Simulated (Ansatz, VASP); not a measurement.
# TiW2 (TiW2 in the C11b ordering): VASP beside Ansatz

One calculation is typed for both programs; each brings its own data sets. How far apart do they land? The cell is generated by rule, not measured, and may not be a known phase. Of the first pair: The two relaxations start from unlike cells of this crystal (the structure described is Ansatz's start), so only their ends are compared.

Main program and level: Ansatz 0.2.0; plane waves, with VASP 6.6.1 beside it; relaxation of cell and atoms at PBE and zone-centre phonons at PBE.

## Step 1: Set-up

The structure is tetragonal, space group I4/mmm (No. 139). Conventional cell: a = 3.201 Å, b = 3.201 Å, c = 9.604 Å, α = 90.00°, β = 90.00°, γ = 90.00°. Nearest to Ti lie 8 W at 2.77 Å. Nearest to W lie 4 Ti at 2.77 Å and 4 W at 2.77 Å. Farther neighbours are not listed.

## Step 2: VASP: relaxation of cell and atoms, PBE, pair 1

The relaxed volume is the usual yardstick between codes: in a stiff, nearly cubic crystal its relative difference is about their pressure difference at one cell divided by the bulk modulus.

Lines of VASP's logs that name or quote its potential files are left out, and so is its time.

File INCAR:

```
SYSTEM = TiW2
PREC = Accurate
ENCUT = 600
EDIFF = 1E-07
NELM = 120
ISMEAR = 0
SIGMA = 0.1
LREAL = .FALSE.
ALGO = Normal
GGA = PE
NBANDS = 18
LASPH = .TRUE.
LORBIT = 11
LWAVE = .FALSE.
LCHARG = .FALSE.
ISIF = 3
IBRION = 2
NSW = 80
EDIFFG = -0.005
GGA_COMPAT = .FALSE.
NELMIN = 4
KPAR = 2
```

File POSCAR:

```
TiW2
1.0
    3.1608864502      0.0000000000      0.0000000000
    0.0000000000      3.1608864502      0.0000000000
    1.5804432251      1.5804432251      4.8040910449
Ti W
1 2
Direct
    0.0000000000      0.0000000000      0.0000000000
    0.6723937518      0.6723937518      0.6552124965
    0.3276062482      0.3276062482      0.3447875035
```

File KPOINTS:

```
Automatic mesh
0
Gamma
6 6 6
0 0 0
```

The projector-augmented-wave data sets are Ti_sv and W (PBE family, release 64).

Run with:

```sh
mpirun -np 2 vasp_std
```

Numbers of over 12 decimals in the logs are rounded to 6 here.

What it wrote:

```text
[banner, memory and clock lines left out]
running    2 mpi-ranks, on    1 nodes
 distrk:  each k-point on    1 cores,    2 groups
 distr:  one band on    1 cores,    1 groups

 POSCAR found type information on POSCAR TiW
 POSCAR found :  2 types and       3 ions
 LDA part: xc-table for (Slater+PW92), standard interpolation
 POSCAR, INCAR and KPOINTS ok, starting setup
 FFT: planning ... GRIDC
 FFT: planning ... GRID_SOFT
 FFT: planning ... GRID
 WAVECAR not read
 entering main loop
       N       E                     dE             d eps       ncg     rms          rms(c)
DAV:   1     0.192582731349E+03    0.19258E+03   -0.12539E+04  1080   0.154E+03
DAV:   2    -0.155012310606E+02   -0.20808E+03   -0.20313E+03  1090   0.403E+02
DAV:   3    -0.357375298490E+02   -0.20236E+02   -0.19364E+02  1796   0.108E+02
DAV:   4    -0.364739458147E+02   -0.73642E+00   -0.72979E+00  1396   0.194E+01
DAV:   5    -0.365051059618E+02   -0.31160E-01   -0.31121E-01  1754   0.351E+00    0.283E+01
DAV:   6    -0.352481040160E+02    0.12570E+01   -0.16498E+01  1710   0.324E+01    0.163E+01
DAV:   7    -0.348516682533E+02    0.39644E+00   -0.19608E+01  1782   0.299E+01    0.878E+00
DAV:   8    -0.340216359410E+02    0.83003E+00   -0.30131E+00  1576   0.137E+01    0.160E+00
DAV:   9    -0.340144483982E+02    0.71875E-02   -0.32158E-01  1822   0.364E+00    0.948E-01
DAV:  10    -0.340101052895E+02    0.43431E-02   -0.65787E-02  1552   0.216E+00    0.239E-01
DAV:  11    -0.340112906082E+02   -0.11853E-02   -0.14849E-02  1674   0.833E-01    0.244E-01
DAV:  12    -0.340102009765E+02    0.10896E-02   -0.63151E-03  1724   0.500E-01    0.535E-02
DAV:  13    -0.340102255044E+02   -0.24528E-04   -0.92325E-05  1306   0.891E-02    0.195E-02
DAV:  14    -0.340102172018E+02    0.83026E-05   -0.25412E-05  1628   0.310E-02    0.147E-02
DAV:  15    -0.340102178608E+02   -0.65903E-06   -0.88387E-06  1740   0.222E-02    0.551E-03
DAV:  16    -0.340102175235E+02    0.33728E-06   -0.13261E-06  1554   0.865E-03    0.195E-03
DAV:  17    -0.340102174633E+02    0.60221E-07   -0.54943E-08   768   0.177E-03
   1 F= -.34010217E+02 E0= -.33998855E+02  d E =-.340102E+02
 curvature:   0.00 expect dE= 0.000E+00 dE for cont linesearch  0.000E+00
 trial: gam= 0.00000 g(F)=  0.118E-05 g(S)=  0.834E-05 ort = 0.000E+00 (trialstep = 0.100E+01)
 search vector abs. value=  0.952E-05
 bond charge predicted
       N       E                     dE             d eps       ncg     rms          rms(c)
DAV:   1    -0.340103014606E+02   -0.83937E-04   -0.21575E-03  1206   0.518E-01    0.988E-02
DAV:   2    -0.340103851574E+02   -0.83697E-04   -0.21791E-03  1732   0.368E-01    0.964E-02
DAV:   3    -0.340102129751E+02    0.17218E-03   -0.10826E-03  1692   0.205E-01    0.257E-02
DAV:   4    -0.340102096831E+02    0.32920E-05   -0.42487E-05  1368   0.566E-02    0.593E-03
DAV:   5    -0.340102114577E+02   -0.17746E-05   -0.48350E-06  1580   0.150E-02    0.362E-03
DAV:   6    -0.340102118517E+02   -0.39396E-06   -0.61646E-07  1342   0.359E-03    0.361E-03
DAV:   7    -0.340102119182E+02   -0.66541E-07   -0.18115E-08   676   0.940E-04
   2 F= -.34010212E+02 E0= -.33998852E+02  d E =0.554508E-05
 trial-energy change:    0.000006  1 .order    0.000005   -0.000010    0.000019
 step:   0.3026(harm=  0.3293)  dis= 0.00005  next Energy=   -34.010219 (dE=-0.142E-05)
 bond charge predicted
       N       E                     dE             d eps       ncg     rms          rms(c)
DAV:   1    -0.340102648626E+02   -0.53011E-04   -0.10538E-03  1182   0.359E-01    0.686E-02
DAV:   2    -0.340103061079E+02   -0.41245E-04   -0.10707E-03  1718   0.257E-01    0.673E-02
DAV:   3    -0.340102213935E+02    0.84714E-04   -0.52572E-04  1688   0.143E-01    0.173E-02
DAV:   4    -0.340102190394E+02    0.23541E-05   -0.19997E-05  1356   0.387E-02    0.410E-03
DAV:   5    -0.340102193360E+02   -0.29659E-06   -0.23715E-06  1592   0.104E-02    0.262E-03
DAV:   6    -0.340102194066E+02   -0.70615E-07   -0.24102E-07  1128   0.233E-03
   3 F= -.34010219E+02 E0= -.33998857E+02  d E =-.194327E-05
 curvature:  -0.16 expect dE=-0.314E-06 dE for cont linesearch -0.190E-06
 trial: gam= 0.00000 g(F)=  0.123E-06 g(S)=  0.179E-05 ort =-0.332E-05 (trialstep = 0.861E+00)
 search vector abs. value=  0.191E-05
 reached required accuracy - stopping structural energy minimisation
```

Parts of OUTCAR (step 2):

```text
ion  position               nearest neighbor table
   1  0.000  0.000  0.000-   2 2.78   3 2.78   2 2.78   2 2.78   3 2.78   3 2.78   2 2.78   3 2.78
                             3 3.15   2 3.15
   2  0.672  0.672  0.655-   3 2.69   3 2.69   3 2.69   3 2.69   1 2.78   1 2.78   1 2.78   1 2.78
                             1 3.15   3 3.31
   3  0.328  0.328  0.345-   2 2.69   2 2.69   2 2.69   2 2.69   1 2.78   1 2.78   1 2.78   1 2.78
                             1 3.15   2 3.31

  LATTYP: Found a body centered tetragonal cell.
 ALAT       =     3.1608864502
 C/A-ratio  =     3.0397112459

 Subroutine GETGRP returns: Found 16 space group operations
 (whereof 16 operations were pure point group operations)

The static configuration has the point symmetry D_4h.

 Found     30 irreducible k-points:

   k-points           NKPTS =     30   k-points in BZ     NKDIM =     30   number of bands    NBANDS=     18

   dimension x,y,z NGX =    28 NGY =   28 NGZ =   42
   dimension x,y,z NGXF=    56 NGYF=   56 NGZF=   84

   ENCUT  =  600.0 eV  44.10 Ry    6.64 a.u.   6.31  6.31 10.58*2*pi/ulx,y,z

   NELECT =      24.0000    total number of electrons

 k-points in reciprocal lattice and weights: Automatic mesh
   0.00000000  0.00000000  0.00000000       0.005
   0.16666667  0.00000000 -0.00000000       0.037
   0.33333333  0.00000000 -0.00000000       0.037
   0.50000000  0.00000000 -0.00000000       0.019
   0.16666667  0.16666667 -0.00000000       0.037
   0.33333333  0.16666667 -0.00000000       0.074
   0.50000000  0.16666667 -0.00000000       0.074
  -0.33333333  0.16666667  0.00000000       0.074
  -0.16666667  0.16666667  0.00000000       0.019
[...]
-0.16666667 -0.16666667  0.33333333       0.019
   0.00000000  0.00000000  0.50000000       0.005

 average (electrostatic) potential at core
       1 -72.6944       2 -37.3159       3 -37.3159

 E-fermi :   7.4669

 k-point     1 :       0.0000    0.0000    0.0000
  band No.  band energies     occupation
    ...
      5      -0.4098      2.00000
      6       3.7202      2.00000
      7       3.8519      2.00000
      8       5.0816      2.00000
      9       5.7129      2.00000
     10       7.5391      0.30727
     11       7.5391      0.30727
     12       7.6108      0.04192
     13       9.4575      0.00000
     14       9.4575      0.00000
    ...

 k-point     2 :       0.1667    0.0000   -0.0000
  band No.  band energies     occupation
    ...
      7       4.3879      2.00000
      8       4.9338      2.00000
      9       6.0044      2.00000
     10       7.1589      1.99999
     11       7.4411      1.28477
     12       7.5168      0.48098
     13       8.5630      0.00000
     14       8.9830      0.00000
     15       9.0395      0.00000
     16       9.2437      0.00000
    ...

 k-point     3 :       0.3333    0.0000   -0.0000
  band No.  band energies     occupation
    ...
      8       5.5223      2.00000
      9       6.0382      2.00000
     10       6.6834      2.00000
     11       7.2960      1.98437
     12       7.4252      1.44553
     13       8.2254      0.00000
     14       8.8827      0.00000
     15       9.0163      0.00000
     16       9.5051      0.00000
     17       9.8345      0.00000
    ...

  Total        0.0065593      0.0065593      0.0050091      0.0000000      0.0000000      0.0000000
  in kB        0.2189894      0.2189894      0.1672349      0.0000000      0.0000000      0.0000000
  external PRESSURE =       0.2017379 kB  Pullay stress =       0.0000000 kB

  energy-cutoff  :      600.00
  volume of cell :       47.99
      direct lattice vectors                 reciprocal lattice vectors
     3.160711669  0.000000000  0.000000000     0.316384443  0.000000000 -0.104086138
     0.000000000  3.160711669  0.000000000     0.000000000  0.316384443 -0.104086138
     1.580355834  1.580355834  4.803713617    -0.000000000 -0.000000000  0.208172277

 POSITION                                       TOTAL-FORCE (eV/Angst)
 -----------------------------------------------------------------------------------
      1.58036      1.58036      4.80371         0.000000      0.000000      0.000000
      3.16071      3.16071      3.14740        -0.000000     -0.000000     -0.001131
      1.58036      1.58036      1.65631         0.000000      0.000000      0.001131
 -----------------------------------------------------------------------------------
    total drift:                                0.000000      0.000000      0.000000

  FREE ENERGIE OF THE ION-ELECTRON SYSTEM (eV)
  ---------------------------------------------------
  free  energy   TOTEN  =       -34.0102194066 eV

  energy  without entropy=      -33.9874945492  energy(sigma->0) =      -33.99885698

 reached required accuracy - stopping structural energy minimisation

 total charge
# of ion       s       p       d       tot
------------------------------------------
    1        2.238   6.181   1.931  10.349
    2        0.688   0.612   4.196   5.496
    3        0.688   0.612   4.196   5.496
--------------------------------------------------
tot          3.614   7.404  10.323  21.341

[... 3 further parts left out ...]
```

CONTCAR:

```
TiW2
   1.00000000000000
     3.1607116688134256    0.0000000000000000    0.0000000000000000
     0.0000000000000000    3.1607116688134256    0.0000000000000000
     1.5803558344067128    1.5803558344067128    4.8037136172981585
  Ti              W
     1     2
Direct
     0.0000000000000000    0.0000000000000000    1.0000000000000000
     0.6723990627614684    0.6723990627614684    0.6552018745770649
     0.3276009372385316    0.3276009372385316    0.3447981254229351
```

The k-mesh is coarse for a metal. The data set W keeps the semicore shell frozen, which is cheaper and a little less accurate. The run keeps the 16 symmetry operations of its start, so it cannot find a distortion of lower symmetry.

## Step 3: Ansatz: relaxation of cell and atoms, PBE, pair 1

Ansatz runs on its default PAW (the set named soft_2) files.

Its own start cell and the same functional, mesh and smearing now go to Ansatz, which takes its cutoff from its data sets.

File input.yaml:

```yaml
crystal:
  lattice:
    - [3.2012, 0.0, 0.0]
    - [0.0, 3.2012, 0.0]
    - [1.6006, 1.6006, 4.8018]
  atoms:
    - { symbol: Ti, position: [0.0, 0.0, 0.0] }
    - { symbol: W, position: [0.66666667, 0.66666667, 0.66666667] }
    - { symbol: W, position: [0.33333333, 0.33333333, 0.33333333] }
kpoints:
  mp_grid: { grid: [6, 6, 6] }
hamiltonian:
  xc: pbe
scf:
  occupations: { method: gaussian, width: 0.1 }
output:
  forces: true
  stress: true
  eigenvalues: true
relax:
  adjacent_minimum: "off"
  f_tol: 0.05
  max_steps: 80
  cell: { stress_tol: 0.5 }
```

Run with:

```sh
ansatz run input.yaml --threads 4 --pin off --max-ram 8192MiB --backend cpu --events-out ev --progress --plain --runs-dir out
```

What it wrote:

```text
The last accepted step is kept in <dir> (removed where the run ends without a failure and the disk answers)
Engine: ansatz 0.2.0, aarch64-unknown-linux-gnu
Pseudopotentials: kind: paw
Pseudopotential: Ti, paw, valence charge 12, recommended cutoff 420 eV (normal), Ti.paw.azcp
Pseudopotential: W, paw, valence charge 14, recommended cutoff 420 eV (normal), W.paw.azcp
Functional definition: PBE
  parameter kappa = 0.804
  parameter beta = 0.066725
  exchange = pbe_x(kappa = kappa, mu = beta*pi^2/3)
  correlation = pbe_c(beta = beta)
Crystal: 3 atoms, lattice volume = 49.207 Å³
Basis set: ecut = 420 eV, 965 PW (Γ), exchange–correlation on 48×48×72 points (8 copies of the dense FFT grid, shifted against one another)
Bands: 24, of which v1, the nominal top of the filled ones, is band 20 counted from 1 (19 counted from 0)
Symmetry: 16 space group operations
Space group: I4/mmm (ITA 139), of the structure as read, at distance tolerance 3.7e-5 Å
k-points: 30 of 216
Non-local potential: Ti, projectors of the file, l = 0: 3, l = 1: 2, l = 2: 3, l = 3: 1
Non-local potential: W, projectors of the file, l = 0: 3, l = 1: 2, l = 2: 2, l = 3: 1
PAW form: soft (Blöchl's): semilocal exchange-correlation on the pseudo side does not see the compensation charge
PAW one-centre angular grid: Ti, 590 points (default); XC on 64 Gauss nodes
PAW one-centre angular grid: W, 590 points (default); XC on 64 Gauss nodes
Initial density: superposition of atomic densities (neutral atoms: chi_scale 0, normalization atom), corrected by the library's trained network
Initial wavefunctions: pseudopotential atomic-orbital guess
Functional: x = pbe(κ = 0.804, μ = 0.219515), c = pbe(β = 0.066725)
SCF iter   1: F=—  HF=-23269.377326 eV  |F-HF|=—  |Δ(HF+E_count)|=         —  Δρ=6.89e-3  dr2=4.33e-2  ethr=1.77e-3  ⟨swp⟩=4.3  Hψ=2647  notcnv=0
preconditioner: auto → Kerker (q_TF=auto, 2.636 Å⁻¹)  [metal: Δε(μ)=0.038 eV  Ē_g=4.174 eV  σ=0.100 eV  W_gap=0.21  n_scr=12 (ndim 8)  ℏωp=21.2 eV  f_vac=0.000  D(μ)=3.33/eV (n_scr^D=32)]
SCF iter   2: F=—  HF=-23269.373976 eV  |F-HF|=—  |Δ(HF+E_count)|=   3.35e-3  Δρ=3.77e-3  dr2=1.35e-2  ethr=1.08e-4  ⟨swp⟩=1.0  Hψ=960  notcnv=0
SCF iter   3: F=—  HF=-23269.372094 eV  |F-HF|=—  |Δ(HF+E_count)|=   1.88e-3  Δρ=4.23e-4  dr2=8.91e-5  ethr=3.36e-5  ⟨swp⟩=2.1  Hψ=900  notcnv=0
SCF iter   4: F=—  HF=-23269.372077 eV  |F-HF|=—  |Δ(HF+E_count)|=   1.72e-5  Δρ=8.31e-5  dr2=4.45e-6  ethr=2.23e-7  ⟨swp⟩=2.0  Hψ=946  notcnv=0
SCF iter   5: F=—  HF=-23269.372076 eV  |F-HF|=—  |Δ(HF+E_count)|=   6.60e-7  Δρ=2.16e-5  dr2=2.10e-7  ethr=1.11e-8  ⟨swp⟩=2.2  Hψ=1052  notcnv=0
SCF iter   6: F=-23269.372076 eV  HF=-23269.372076 eV  |F-HF|=6.04e-10  |Δ(HF+E_count)|=   4.44e-8  Δρ=3.57e-6  dr2=4.56e-9  ethr=2.50e-10  ⟨swp⟩=5.5  Hψ=2724  notcnv=0
SCF 1 converged in 6 iterations: F = -23269.372076 eV  dr2 = 4.56e-9
  greatest PAW one-centre occupation: 1.000 electrons in one spin orbital (limit 2), on the W atom at site 2 (counted from 0), in its partial waves of l = 0
relax step   1: F+E_penalty+E_count = -23269.37207618 eV  Δ(F+E_penalty+E_count) = +0.000e0 eV  max|allowed force component| = 1.121e0 eV/Å  Δτ_max = 0.0000 Å  P = -5.682 GPa  Ω = 49.207 Å³  (6 SCF iters, dr2 threshold 1.00e-7 eV, accepted)
[...]
relax step   4: F+E_penalty+E_count = -23269.44626722 eV  Δ(F+E_penalty+E_count) = -4.648e-3 eV  max|allowed force component| = 6.500e-3 eV/Å  Δτ_max = 0.0067 Å  P = +1.841 GPa  Ω = 47.933 Å³  energy of the carried Pulay correction = +4.004e-4 eV  (6 SCF iters, dr2 threshold 3.00e-7 eV, accepted)
[...]
relax step   5: F+E_penalty+E_count = -23269.44844802 eV  Δ(F+E_penalty+E_count) = -2.181e-3 eV  max|allowed force component| = 9.651e-3 eV/Å  Δτ_max = 0.0019 Å  P = +0.043 GPa  Ω = 48.325 Å³  energy of the carried Pulay correction = +2.761e-4 eV  (6 SCF iters, dr2 threshold 3.00e-7 eV, accepted)
[...]
relax step   6: F+E_penalty+E_count = -23269.44817039 eV  Δ(F+E_penalty+E_count) = +2.776e-4 eV  max|allowed force component| = 9.697e-3 eV/Å  Δτ_max = 0.0000 Å  P = +0.046 GPa  Ω = 48.325 Å³  stress off target by 4.56e-1 GPa  SCF on the basis re-selected at this cell (its energy is not comparable with the rows above)  (7 SCF iters)
basis re-selected at this cell: Δ(F+E_penalty+E_count) = +2.776e-4 eV, ΔP = +0.003 GPa vs the last step (what re-selecting the basis moved, of the pressure what is left beyond the Pulay correction that the steps carried, after the strain that the cell walked since its last selection, with what the two solves' SCF thresholds leave and, on support functions, any second-order correction that the steps lacked; it is no m [...]
SCF converged after 7 iterations
Free energy (F): -23269.448170 eV
Harris-Foulkes:  -23269.448170 eV  (|F-HF|=0.00e0)
Internal energy: -23269.426034 eV  (E = F + TS)
E sigma→0 (E₀):  -23269.437102 eV
Entropy (-TS):   -0.022136 eV (-7.379 meV/atom)
Fermi energy:    18.921616 eV
--- Per-component energies (eV) ---
  E_band       = -325.364252
  E_kinetic    = 1172.893970
  E_local      = -2020.804141  (includes V_loc(G=0)·N_el)
  E_nonlocal   = 9.764429
  E_hartree    = 766.612429
  E_xc         = -631.422763
  E_vxc        = -599.741588  (∫ρ·V_xc dr)
  E_paw        = -18172.586306  (= ΣΔE_a)
  E_vpaw       = -420.701780  (= ΣTr[D̂ρ^β])
  E_aug_tail   = 0.000001  (compensation charges beyond the density's cutoff)
  E_ewald      = -4393.883652
  E_smearing   = -0.022136  (= −TS)
  E_closure    = 0.000000  (closes the sum)
  Σ components = -23269.448170   (vs F -23269.448170, Δ=0.00e0)
--- Forces (eV/Å), atoms counted from 1 ---
  atom   1  Ti    -0.00000000    -0.00000000     0.00000000
  atom   2  W      0.00000000    -0.00000000     0.00969700
  atom   3  W     -0.00000000     0.00000000    -0.00969700
  max |Σ_I F_I| component: 7.05e-19 eV/Å
--- Stress (GPa, compression-positive) ---
       -0.158598      -0.000000      -0.000000
       -0.000000      -0.158598      -0.000000
       -0.000000      -0.000000       0.456271
  P = ⅓ Tr σ = 0.0464 GPa (0.464 kbar)
--- Band table (eV; the first three rows and the last of 30) ---
  k-point 0: bands = [... 16 lower, 17.1593, 19.0178, 19.0178, 19.0572, 20.8744, 20.8744, 21.1468, 21.1468]
  k-point 1: bands = [... 16 lower, 17.5794, 18.9664, 18.9664, 19.1522, 20.1866, 20.1866, 21.6760, 21.7971]
  k-point 2: bands = [... 16 lower, 18.5188, 18.8576, 18.8576, 19.4005, 19.7228, 19.7228, 20.8229, 21.1216]
  k-point 29: bands = [... 16 lower, 17.5423, 17.6138, 17.8245, 19.3653, 20.1114, 22.0899, 22.3401, 22.5055]
--- Relaxed structure (5 steps of the walk, 4 accepted, 1 SCFs on fresh bases) ---
  F+E_penalty+E_count = -23269.44817039 eV   max|allowed force component| = 9.697e-3 eV/Å   (the final SCF, on the basis selected at the relaxed cell)
  cell:  # Å, volume = 48.3254 Å³
    - [3.173139, 0, 0]
    - [0, 3.173139, 0]
    - [1.586569, 1.586569, 4.799518]
  atoms:
    - { symbol: Ti, position: [-2.7094893726989897e-19, -2.7094893726989926e-19, 5.418978745397999e-19] }
    - { symbol: W, position: [0.671873, 0.671873, 0.656254] }
    - { symbol: W, position: [0.328127, 0.328127, 0.343746] }
```

## Step 4: Side by side

Known differences besides the potentials themselves: the data sets hold 40 valence electrons in Ansatz (on its default PAW (the set named soft_2) files) and 24 in VASP; the cutoff is 420 eV in Ansatz and 600 eV in VASP; Ansatz adds a Pulay correction to the stress that steers its cell, VASP none. Total energies have different zeros and are not compared.

The two programs side by side:

| quantity | Ansatz | VASP | difference |
| --- | --- | --- | --- |
| volume (Å³) | 48.33 | 47.99 | +0.70 % |
| edge a after relaxation, in the typed setting (Å) | 3.173 | 3.161 | +0.39 % |
| edge c after relaxation, in the typed setting (Å) | 5.298 | 5.298 | +0.00 % |

(Part 1 of 2 ends here.)

[Lines on the potential files, build, host, timing and source positions are cut from VASP's logs without a mark.]

[Logs are printed without paths, hosts, clocks, repeated set-up lines and the standing remarks that a program may print on its own settings, such as how far it seeks lower states.]

[Hosts, paths, dates, database ids (printed as entryN), source tags and the programs' standing remarks are cut or masked in the printed files.]
